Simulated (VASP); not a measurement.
```xyz
2
Lattice="0.0000 2.9782 2.9782 2.9782 0.0000 2.9782 2.9782 2.9782 0.0000" Properties=species:S:1:pos:R:3 pbc="T T T"
Cr     0.0000     0.0000     0.0000
Al     1.4891     1.4891     1.4891
```
Starting moments (μB, in the order of the record's atoms Cr Al): 3.7 0.0.

All values below come from PBE GGA, VASP's PBE PAW potentials (set 64) (plane waves; VASP). Numerical set-up: 400 eV cut-off, Gaussian smearing of 0.050 eV, potentials Cr_pv Al.

The moments were started parallel, and other spin orders were not tried in this run.

Give the spin-up energies of bands 4 to 12 at the high-symmetry points, in eV from the Fermi level.

| band | Γ | X | U | L | W |
|---|---|---|---|---|---|
| 4 | -7.05 | -4.36 | -4.44 | -5.16 | -4.36 |
| 5 | -1.99 | -3.04 | -2.63 | -2.79 | -2.33 |
| 6 | -1.99 | -1.34 | -1.63 | -1.86 | -2.06 |
| 7 | -1.99 | -1.34 | -1.48 | -1.86 | -1.61 |
| 8 | -1.29 | -1.33 | -1.43 | -1.16 | -1.22 |
| 9 | -1.29 | -1.06 | -1.19 | -1.16 | -0.92 |
| 10 | 5.30 | -0.72 | -0.55 | -0.88 | -0.38 |
| 11 | 5.30 | 1.07 | 0.15 | 3.30 | -0.16 |
| 12 | 5.30 | 1.07 | 1.74 | 3.30 | 0.90 |

Give the spin-down energies of bands 4 to 12 at the high-symmetry points, in eV from the Fermi level.

| band | Γ | X | U | L | W |
|---|---|---|---|---|---|
| 4 | -6.53 | -3.80 | -3.85 | -4.59 | -3.75 |
| 5 | 0.41 | -1.98 | -1.48 | -2.21 | -1.08 |
| 6 | 0.41 | 0.67 | -0.71 | 0.56 | -0.88 |
| 7 | 0.41 | 0.92 | 0.84 | 0.56 | 0.07 |
| 8 | 1.90 | 0.92 | 1.14 | 2.01 | 1.28 |
| 9 | 1.90 | 1.90 | 2.00 | 2.07 | 1.90 |
| 10 | 6.59 | 2.33 | 2.10 | 2.07 | 2.24 |
| 11 | 6.59 | 2.52 | 2.85 | 4.41 | 2.64 |
| 12 | 6.59 | 2.52 | 3.27 | 4.41 | 3.32 |

It has no gap at this level: it comes out as a metal or semimetal.

The structure was generated: CrAl was put into the zinc blende type (F-43m), which need not be its known phase. It was relaxed first.
